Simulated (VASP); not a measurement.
Shape and ions are relaxed at each volume.

Energy against volume of ZnS (wurtzite). Computed with optB86b-vdW, VASP's PBE PAW potentials (set 64) (plane waves; VASP).

| V (Å³/atom) | E (eV/atom) |
|---|---|
| 18.593 | -1.17180 |
| 19.186 | -1.18581 |
| 19.780 | -1.19019 |
| 20.373 | -1.18638 |
| 20.966 | -1.17562 |

**Question.** Fit a third-order Birch-Murnaghan equation of state.

**Answer.** 
The volume per atom is 19.78 Å^3/atom. The bulk modulus is 73.4 GPa and the pressure derivative of the bulk modulus is 4.41.

Measured: bulk modulus 80.0 GPa (computed value off by -8.2 %), as given by Isothermal phase behavior of Ag3SbS3, ZnGeP2, and ZnS (abstract). The calculation is for a static lattice, while the measured bulk modulus holds thermal and zero-point effects, which are part of the difference.

The compound is ZnS in the wurtzite structure, the high-temperature form. It was relaxed first.
